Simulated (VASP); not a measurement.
Level of theory: TPSS meta-GGA, VASP's PBE PAW potentials (set 64) (plane waves; VASP).

VASP ran on this input.

### POSCAR
```
Ti
1.0
  1.4575874766  -2.5246156227   0.0000000000
  1.4575874766   2.5246156227   0.0000000000
  0.0000000000   0.0000000000   4.6221291380
Ti
2
Direct
  0.3333330000   0.6666670000   0.2500000000
  0.6666670000   0.3333330000   0.7500000000
```

**KPOINTS**
```
Regular mesh
0
gamma
13 13 7
```

### INCAR
```
LMAXMIX=4   # l cut-off of mixed one-centre charges
NELM=100
ALGO=Normal   # blocked Davidson
SYSTEM=Ti
ISIF=3   # ions, shape and volume
EDIFF=1E-6   # SCF stop (eV)
ENCUT=520   # plane-wave cut-off (eV)
IBRION=2
LWAVE=F
ISMEAR=1   # Methfessel-Paxton
NSW=60
LASPH=T
SIGMA=0.1   # width (eV)
PREC=Accurate
METAGGA=TPSS
LCHARG=F
LREAL=F   # projection in real space or not
EDIFFG=-0.01   # ionic stop
LMIXTAU=T
```

POTCAR, in this order: Ti_sv (PBE.64 set). Program: vasp_std.

What VASP printed:

### OSZICAR
```
       N       E                     dE             d eps       ncg     rms          rms(c)
DAV:   1     0.343385558426E+03    0.34339E+03   -0.35192E+05  2688   0.569E+05
DAV:   2    -0.239839089767E+02   -0.36737E+03   -0.36578E+03  4616   0.599E+02
DAV:   3    -0.226495329403E+03   -0.20251E+03   -0.20155E+03  4696   0.185E+02
DAV:   4    -0.689011861216E+02    0.15759E+03   -0.56385E+02  4464   0.153E+02
DAV:   5    -0.158362432813E+03   -0.89461E+02   -0.92378E+02  3880   0.478E+01    0.141E+01
DAV:   6     0.101611985370E+03    0.25997E+03   -0.10728E+06  2688   0.519E+06    0.226E+00
DAV:   7    -0.224281021856E+02   -0.12404E+03   -0.13616E+03  2728   0.458E+04    0.338E+00
DAV:   8    -0.292673228718E+02   -0.68392E+01   -0.64865E+01  2896   0.772E+01    0.435E+00
DAV:   9    -0.293648609983E+02   -0.97538E-01   -0.60942E+00  4424   0.135E+01    0.474E+00
DAV:  10    -0.291182949227E+02    0.24657E+00   -0.55402E-01  3216   0.575E+00    0.591E+00
DAV:  11    -0.297300092067E+02   -0.61171E+00   -0.56145E-01  3416   0.550E+00    0.646E+00
DAV:  12    -0.312824901563E+02   -0.15525E+01   -0.21480E+00  3240   0.204E+01    0.170E+01
DAV:  13    -0.278002404552E+02    0.34822E+01   -0.11235E+01  2824   0.559E+01    0.123E+01
DAV:  14    -0.246191090592E+02    0.31811E+01   -0.97031E+00  2688   0.343E+01    0.120E+01
DAV:  15    -0.205075624964E+02    0.41115E+01   -0.16370E+01  3000   0.422E+01    0.882E+00
DAV:  16    -0.218755621080E+02   -0.13680E+01   -0.10669E+00  3360   0.146E+01    0.792E+00
DAV:  17    -0.274241216656E+02   -0.55486E+01   -0.11875E+01  3152   0.244E+01    0.898E+00
DAV:  18    -0.273574215974E+02    0.66700E-01   -0.37747E-01  2760   0.594E+00    0.888E+00
DAV:  19    -0.280433930060E+02   -0.68597E+00   -0.40928E-01  3432   0.537E+00    0.877E+00
DAV:  20    -0.297637317392E+02   -0.17203E+01   -0.41571E+00  3352   0.199E+01    0.431E+00
DAV:  21    -0.297438682949E+02    0.19863E-01   -0.10169E-01  3536   0.448E+00    0.266E+00
DAV:  22    -0.297435894436E+02    0.27885E-03   -0.10363E-02  3368   0.974E-01    0.283E+00
DAV:  23    -0.297452296364E+02   -0.16402E-02   -0.12550E-02  2752   0.165E+00    0.189E+00
DAV:  24    -0.297436920232E+02    0.15376E-02   -0.13724E-03  3624   0.512E-01    0.191E+00
DAV:  25    -0.297433946542E+02    0.29737E-03   -0.35885E-04  2824   0.229E-01    0.179E+00
DAV:  26    -0.297441380378E+02   -0.74338E-03   -0.32094E-05  4048   0.896E-02    0.176E+00
DAV:  27    -0.297437015074E+02    0.43653E-03   -0.14927E-04  3080   0.197E-01    0.186E+00
DAV:  28    -0.297455071001E+02   -0.18056E-02   -0.17902E-04  3584   0.139E-01    0.193E+00
DAV:  29    -0.297487507217E+02   -0.32436E-02   -0.33006E-04  3912   0.207E-01    0.199E+00
DAV:  30    -0.297580677683E+02   -0.93170E-02   -0.16190E-03  3800   0.431E-01    0.199E+00
DAV:  31    -0.297693222677E+02   -0.11254E-01   -0.35876E-03  2728   0.835E-01    0.164E+00
DAV:  32    -0.297694466878E+02   -0.12442E-03   -0.16378E-03  3104   0.623E-01    0.131E+00
DAV:  33    -0.297714080591E+02   -0.19614E-02   -0.18210E-03  2880   0.647E-01    0.980E-01
DAV:  34    -0.297731597904E+02   -0.17517E-02   -0.88695E-04  2952   0.428E-01    0.750E-01
DAV:  35    -0.297755710433E+02   -0.24113E-02   -0.10191E-03  2720   0.449E-01    0.518E-01
DAV:  36    -0.297774454476E+02   -0.18744E-02   -0.14069E-03  2888   0.516E-01    0.247E-01
DAV:  37    -0.297782371935E+02   -0.79175E-03   -0.57570E-04  3200   0.281E-01    0.117E-01
DAV:  38    -0.297784749916E+02   -0.23780E-03   -0.13588E-04  3032   0.146E-01    0.411E-02
DAV:  39    -0.297785751745E+02   -0.10018E-03   -0.64056E-05  3272   0.898E-02    0.158E-02
DAV:  40    -0.297785956281E+02   -0.20454E-04   -0.20984E-05  3336   0.474E-02    0.579E-03
DAV:  41    -0.297786319555E+02   -0.36327E-04   -0.13356E-05  3320   0.409E-02    0.835E-03
DAV:  42    -0.297786177547E+02    0.14201E-04   -0.23334E-06  1880   0.216E-02    0.181E-03
DAV:  43    -0.297786216629E+02   -0.39082E-05   -0.37919E-07  1384   0.792E-03    0.803E-04
DAV:  44    -0.297786207666E+02    0.89631E-06   -0.15654E-07  1400   0.407E-03
   1 F= -.29778621E+02 E0= -.29778411E+02  d E =-.297786E+02
```

File OUTCAR:
```
------------------------ aborting loop because EDIFF is reached ----------------------------------------
  FORCE on cell =-STRESS in cart. coord.  units (eV):
  Direction    XX          YY          ZZ          XY          YZ          ZX
  --------------------------------------------------------------------------------------
  Total       -0.0130906     -0.0130906      0.0107056      0.0000000      0.0000000      0.0000000
  in kB       -0.6165475     -0.6165475      0.5042203      0.0000000      0.0000000      0.0000000
  external PRESSURE =      -0.2429582 kB  Pullay stress =       0.0000000 kB
  volume of cell :       34.02
      direct lattice vectors                 reciprocal lattice vectors
     1.457587477 -2.524615623  0.000000000     0.343032585 -0.198049951  0.000000000
     1.457587477  2.524615623  0.000000000     0.343032585  0.198049951  0.000000000
     0.000000000  0.000000000  4.622129138     0.000000000  0.000000000  0.216350511
 POSITION                                       TOTAL-FORCE (eV/Angst)
 -----------------------------------------------------------------------------------
      1.45759      0.84154      1.15553         0.000000      0.000000      0.000000
      1.45759     -0.84154      3.46660        -0.000000     -0.000000      0.000000
 -----------------------------------------------------------------------------------
    total drift:                               -0.000000      0.001041     -0.000021
  FREE ENERGIE OF THE ION-ELECTRON SYSTEM (eV)
  ---------------------------------------------------
  free  energy   TOTEN  =       -29.7786207666 eV

  energy  without entropy=      -29.7779911100  energy(sigma->0) =      -29.77841088

 reached required accuracy - stopping structural energy minimisation
```
(Selected blocks of OUTCAR.)

### OUTCAR
```
 val. band max:        8.5693762870   @ k =   0.3077   0.2308   0.4286

 cond. band min:       8.5989887918   @ k =   0.2308   0.2308   0.4286


 Fermi energy:         8.5879654986

 k-point     1 :       0.0000    0.0000    0.0000
  band No.  band energies     occupation
      1     -49.1704      2.00000
      2     -49.0255      2.00000
      3     -25.3253      2.00000
      4     -24.6525      2.00000
      5     -24.6525      2.00000
      6     -24.5822      2.00000
      7     -24.5472      2.00000
      8     -24.5472      2.00000
      9       2.3395      2.00000
     10       5.8242      2.00000
     11       9.3217     -0.00000
     12       9.3770     -0.00000
     13       9.3770     -0.00000
     14       9.4614     -0.00000
     15       9.8953     -0.00000
     16       9.8953     -0.00000

 k-point     2 :       0.0769   -0.0000    0.0000
  band No.  band energies     occupation
      1     -49.1642      2.00000
      2     -49.0230      2.00000
      3     -25.3117      2.00000
      4     -24.6805      2.00000
      5     -24.6619      2.00000
      6     -24.5881      2.00000
      7     -24.5766      2.00000
      8     -24.5512      2.00000
      9       2.5079      2.00000
     10       5.9570      2.00000
     11       9.0107     -0.00000
     12       9.0624     -0.00000
     13       9.4985     -0.00000
     14       9.6984     -0.00000
     15       9.8142     -0.00000
     16      10.0035     -0.00000

 k-point     3 :       0.1538   -0.0000    0.0000
  band No.  band energies     occupation
      1     -49.1468      2.00000
      2     -49.0165      2.00000
      3     -25.2723      2.00000
      4     -24.7584      2.00000
      5     -24.6869      2.00000
      6     -24.6560      2.00000
      7     -24.6054      2.00000
      8     -24.5620      2.00000
      9       2.9948      2.00000
     10       6.3083      2.00000
     11       8.3800      2.01226
     12       8.6207      0.47717
     13       9.5577     -0.00000
...
```

The compound is Ti in the hcp structure. It was relaxed first. The start is the result of an earlier pass.
